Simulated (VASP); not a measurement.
Given:

```xyz
2
Lattice="0.0000 2.3150 2.3150 2.3150 0.0000 2.3150 2.3150 2.3150 0.0000" Properties=species:S:1:pos:R:3 pbc="T T T"
Na     0.0000     0.0000     0.0000
F      2.3150     2.3150     2.3150
```

Level of theory: PBEsol GGA, VASP's PBE PAW potentials (set 64) (plane waves; VASP 6.6.1). Numerical set-up: 520 eV cut-off, Gaussian smearing of 0.050 eV, potentials Na_pv F.

Problem. Estimate the band gap (along the path) with the smallest direct gap where there is one.

Solution. 
| Item | Value |
|---|---|
| band gap (along the path) | 6.17 eV |
| smallest direct gap (along the path) | 6.17 eV |

Total energies compare only between runs with the same potentials, cut-off and functional.

The compound is NaF in the rock salt structure. The cell was not relaxed at this level.
